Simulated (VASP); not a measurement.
Calculation: PBE GGA, VASP's PBE PAW potentials (set 64) (plane waves; VASP 6.6.1).

VASP input:

**INCAR**
```
LASPH = T   ! aspherical one-centre terms
ALGO = Normal
GGA = PE   ! PBE
EDIFF = 1E-6   ! SCF stop (eV)
ISIF = 2
PREC = Accurate
LMAXMIX = 4
LCHARG = F
ENCUT = 520
ISMEAR = 0   ! Gaussian
SIGMA = 0.05
NELM = 100
SYSTEM = SrO
LWAVE = F
LREAL = F
```

File POSCAR:
```
SrO
3.6486710
  0.0000000000   0.7071067794   0.7071067794
  0.7071067794   0.0000000000   0.7071067794
  0.7071067794   0.7071067794   0.0000000000
Sr O
1 1
Cartesian
  0.0000000000   0.0000000000   0.0000000000
  0.7071067794   0.7071067794   0.7071067794
```

### KPOINTS
```
Automatic mesh
0
Gamma
11 11 11
0 0 0
```

POTCAR, in this order: Sr_sv O (PBE.64 set). Program: vasp_std.

Q: What will the output report for the number of irreducible k-points (NKPTS), number of bands (NBANDS), largest plane-wave count, number of space-group operations, FFT grid (NGX, NGY, NGZ)?

A: 
| Property | Result |
|---|---|
| number of irreducible k-points (NKPTS) | 56 |
| number of bands (NBANDS) | 12 |
| largest plane-wave count | 941 |
| number of space-group operations | 48 |
| FFT grid (NGX, NGY, NGZ) | 28 × 28 × 28 |

The compound is SrO in the rock salt structure. The cell was not relaxed at this level. The run is one of a series of settings (KPOINTS 11×11×11 Γ-centred mesh against the base run), some of them coarse on purpose.
